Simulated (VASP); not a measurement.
Given:

```
CELL_PARAMETERS angstrom
      4.09874    -2.26602    -0.01683
      4.09874     2.26602    -0.01683
      2.86124     0.00000     3.70784
ATOMIC_POSITIONS crystal
  Bi 0.23683 0.23683 0.23683
  Bi 0.76317 0.76317 0.76317
```

Computed with vdW-DF-cx, VASP's PBE PAW potentials (set 64) (plane waves; VASP). Run with 520 eV cut-off, 11×11×11 Γ-centred mesh, tetrahedra with Blöchl corrections, potentials Bi_d.

Unless said otherwise, spin-orbit coupling is left out, though it shifts the bands of the heavy elements here.

### Question
Predict the energy per atom (σ→0), band gap (on the k-mesh) with the smallest direct gap where there is one.

### Answer

```
Property                                                    Result
------------------------  ----------------------------------------
band gap (on the k-mesh)  none (metal, semimetal or under 0.01 eV)
energy per atom (σ→0)                               -0.710 eV/atom
```

The compound is Bi in the a7 structure. It was relaxed first.
